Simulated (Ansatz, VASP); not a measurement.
**ZnPd5Cl in VASP and in Ansatz**

```
CELL_PARAMETERS angstrom
3.99108 0.00000 0.00000
0.00000 3.99108 0.00000
0.00000 0.00000 7.00974
ATOMIC_POSITIONS crystal
Pd 0.50000 0.00000 0.74243
Pd 0.00000 0.50000 0.74243
Pd 0.50000 0.00000 0.25757
Pd 0.00000 0.50000 0.25757
Pd 0.00000 0.00000 0.00000
Zn 0.50000 0.50000 0.00000
Cl 0.00000 0.00000 0.50000
```

The cell was built by a generator and needn't be a form met in nature.

Alike in both runs: functional PBE; k mesh 8 × 8 × 5; no spin polarisation.

Ansatz relaxed the structure, and its values are those at the end. VASP's run is a single point on that final structure, the one shown.

|  | VASP | Ansatz |
| --- | --- | --- |
| version | VASP 6.6.1 | Ansatz 0.2.0 |
| potentials or method | VASP PAW PBE potentials, release 64 (Pd, Zn, Cl) | PAW plane waves |
| plane-wave cutoff (eV) | 520 | 420 |
| occupations | fermi-dirac, width 0.1 eV | fermi-dirac |
| valence electrons in the cell | 69 | 109 |

Ansatz gave:

- pressure (GPa): 3.9
- rms of the force components (eV/Å): 0.007

Q: Which values does VASP return?

A: Pressure (GPa): 3.9; rms of the force components (eV/Å): 0.006.

The two sets of potentials don't hold the same shells in valence. Ansatz warned: «stress_scf_threshold_loose».

Caveats: an odd number of electrons without spin polarisation forces a metal; a magnetic or distorted state may lie lower.
